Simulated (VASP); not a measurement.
Here is the system:

```
CELL_PARAMETERS angstrom
      0.00000     2.66864     2.66864
      2.66864     0.00000     2.66864
      2.66864     2.66864     0.00000
ATOMIC_POSITIONS crystal
  Ca 0.00000 0.00000 0.00000
```

The numbers are results of LDA (Ceperley-Alder, Perdew-Zunger), VASP's LDA PAW potentials (set 64) (plane waves; VASP 6.6.1), not measurements. Run with 520 eV cut-off, 13×13×13 Γ-centred mesh, tetrahedra with Blöchl corrections, potentials Ca_sv.

The job: Ca (fcc), 1 atom, LDA, static run, 520 eV, 13×13×13 Γ-centred mesh. Roughly how much core time does it take on a busy server core?

About 10 core-seconds (one run on a shared machine, a rough figure). It had 84 irreducible k-points, 9 bands, up to 1036 plane waves and 13 electronic steps.

The compound is Ca in the fcc structure. It was relaxed first, which changed the volume by -12 %.
